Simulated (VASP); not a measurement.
Output of a VASP run:

### OSZICAR
```
       N       E                     dE             d eps       ncg     rms          rms(c)
DAV:   1     0.570482745784E+03    0.57048E+03   -0.28996E+04  1602   0.210E+03
DAV:   2     0.532393704921E+02   -0.51724E+03   -0.50473E+03  1660   0.527E+02
DAV:   3    -0.333605169753E+02   -0.86600E+02   -0.84808E+02  1770   0.163E+02
DAV:   4    -0.387580918419E+02   -0.53976E+01   -0.53635E+01  1920   0.404E+01
DAV:   5    -0.389196810348E+02   -0.16159E+00   -0.16124E+00  2012   0.679E+00    0.735E+00
DAV:   6    -0.380946056847E+02    0.82508E+00   -0.16215E+00  2225   0.152E+01    0.426E+00
DAV:   7    -0.379616728011E+02    0.13293E+00   -0.73107E-01  1892   0.392E+00    0.142E+00
DAV:   8    -0.379570831657E+02    0.45896E-02   -0.15390E-01  2002   0.415E+00    0.284E-01
DAV:   9    -0.379562967924E+02    0.78637E-03   -0.20934E-02  2084   0.198E+00    0.112E-01
DAV:  10    -0.379564130412E+02   -0.11625E-03   -0.33936E-03  1891   0.498E-01    0.634E-02
DAV:  11    -0.379565771246E+02   -0.16408E-03   -0.68371E-04  2223   0.128E-01    0.523E-02
DAV:  12    -0.379565896657E+02   -0.12541E-04   -0.45683E-05  1991   0.321E-02    0.210E-02
DAV:  13    -0.379566021921E+02   -0.12526E-04   -0.22602E-05  1679   0.211E-02    0.845E-03
DAV:  14    -0.379566023781E+02   -0.18601E-06   -0.13251E-06  1822   0.596E-03    0.322E-03
DAV:  15    -0.379566023446E+02    0.33502E-07   -0.85751E-07  1623   0.636E-03
   1 F= -.37956602E+02 E0= -.37956602E+02  d E =0.000000E+00
```

**OUTCAR**
```
------------------------ aborting loop because EDIFF is reached ----------------------------------------
  FORCE on cell =-STRESS in cart. coord.  units (eV):
  Direction    XX          YY          ZZ          XY          YZ          ZX
  --------------------------------------------------------------------------------------
  Total       -0.1068597     -0.1068597     -0.0015255     -0.0000000      0.0000000      0.0000000
  in kB       -1.0040285     -1.0040285     -0.0143328     -0.0000000      0.0000000      0.0000000
  external PRESSURE =      -0.6741299 kB  Pullay stress =       0.0000000 kB
  volume of cell :      170.52
      direct lattice vectors                 reciprocal lattice vectors
     5.546126610  0.000000000  0.000000000     0.180306017  0.000000000  0.000000000
     0.000000000  5.546126610  0.000000000     0.000000000  0.180306017  0.000000000
     0.000000000  0.000000000  5.543690520     0.000000000  0.000000000  0.180385250
 POSITION                                       TOTAL-FORCE (eV/Angst)
 -----------------------------------------------------------------------------------
      0.00000      0.00000      0.04928        -0.000000     -0.000000      0.019710
      2.77306      2.77306      0.04928        -0.000000      0.000000      0.019710
      2.77306      0.00000      2.72256         0.000000     -0.000000     -0.019710
      0.00000      2.77306      2.72256         0.000000      0.000000     -0.019710
      1.38653      1.38653      1.38592         0.000000     -0.000000      0.000000
      4.15959      4.15959      1.38592         0.000000     -0.000000      0.000000
      4.15959      1.38653      4.15777         0.000000     -0.000000      0.000000
      1.38653      4.15959      4.15777        -0.000000     -0.000000      0.000000
 -----------------------------------------------------------------------------------
    total drift:                                0.000000      0.000000      0.000000
  FREE ENERGIE OF THE ION-ELECTRON SYSTEM (eV)
  ---------------------------------------------------
  free  energy   TOTEN  =       -37.9566023446 eV

  energy  without entropy=      -37.9566023446  energy(sigma->0) =      -37.95660234

 total charge

# of ion       s       p       d       tot
------------------------------------------
    1        0.874   0.831  10.003  11.708
    2        0.874   0.831  10.003  11.708
    3        0.874   0.831  10.003  11.708
    4        0.874   0.831  10.003  11.708
    5        1.021   1.491   0.000   2.512
    6        1.021   1.491   0.000   2.512
    7        1.209   1.613   0.032   2.854
    8        1.209   1.613   0.032   2.854
--------------------------------------------------
tot          7.954   9.531  40.078  57.563

 Electric field gradients after diagonalization (V/A^2)
 (convention: |V_zz| > |V_xx| > |V_yy|)
----------------------------------------------------------------------
 ion       V_xx      V_yy      V_zz     asymmetry (V_yy - V_xx)/ V_zz
----------------------------------------------------------------------
   1       2.065     0.448    -2.513       0.643
   2       2.065     0.448    -2.513       0.643
   3       2.065     0.448    -2.513       0.643
   4       2.065     0.448    -2.513       0.643
   5       2.675     2.675    -5.351       0.000
   6       2.675     2.675    -5.351       0.000
   7      -5.905    -5.905    11.809       0.000
   8      -5.905    -5.905    11.809       0.000
```
(Selected blocks of OUTCAR.)

**POSCAR**
```
Ga4As2P2
1
    5.5461266105     0.0000000000     0.0000000000
    0.0000000000     5.5461266105     0.0000000000
    0.0000000000     0.0000000000     5.5436905200
Ga P As
4 2 2
Direct
  0.0000000000   0.0000000000   0.0088898068
  0.5000000000   0.5000000000   0.0088898068
  0.5000000000   0.0000000000   0.4911101932
  0.0000000000   0.5000000000   0.4911101932
  0.2500000000   0.2500000000   0.2500000000
  0.7500000000   0.7500000000   0.2500000000
  0.7500000000   0.2500000000   0.7500000000
  0.2500000000   0.7500000000   0.7500000000
```

Problem. Write an INCAR and KPOINTS that could have produced this output.

Solution. Several could match; the one computed here: the input of the run itself, PBEsol GGA, plane waves, VASP's PBE PAW potentials (set 64).

### INCAR
```
ALGO = Normal
EDIFF = 1E-7
ENCUT = 400
GGA = PS
ISIF = 2
ISMEAR = -5
LASPH = T
LCHARG = T
LEFG = T
LMAXMIX = 4
LORBIT = 11
LREAL = F
LWAVE = F
NEDOS = 601
NELM = 100
PREC = Accurate
SYSTEM = Ga4As2P2
```

### KPOINTS
```
K-points
0
gamma
 5 5 5
0 0 0
```

POTCAR, in this order: Ga_d P As (PBE.64 set). Program: vasp_std.

The structure was generated: Ga4As2P2 was put into an ordered model structure (P-4m2), which need not be its known phase. It was relaxed first.
